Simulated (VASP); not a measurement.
The system is Si.

```
Si
1.0
     0.00000    2.73574    2.73574
     2.73574    0.00000    2.73574
     2.73574    2.73574    0.00000
Si
2
Direct
  0.50000 0.50000 0.50000
  0.75000 0.75000 0.75000
```

Base run:

```yaml
Program: VASP 6.6.1
Functional: PBE
Potentials_or_basis: VASP PAW PBE potentials, release 64 (Si)
Cutoff: 520 eV
k_mesh: 6 × 6 × 6
Occupations: gaussian, width 0.05 eV
Spin: no spin polarisation
```

Its results: band gap on the k mesh 0.75 eV, indirect (least direct gap 2.55 eV); pressure -0.1 GPa.

Problem. The run is repeated on the same cell with these changes: functional from PBE to HSE06. What comes out?

Solution. Band gap on the k mesh 1.33 eV, indirect (least direct gap 3.31 eV); pressure -1.9 GPa.

HSE06 gives the wider gap, since exact exchange removes part of the self-interaction.

Caveats: the PAW data sets were made with another functional, which shifts forces and pressure a little (some runs).

A k mesh can miss the band edges.
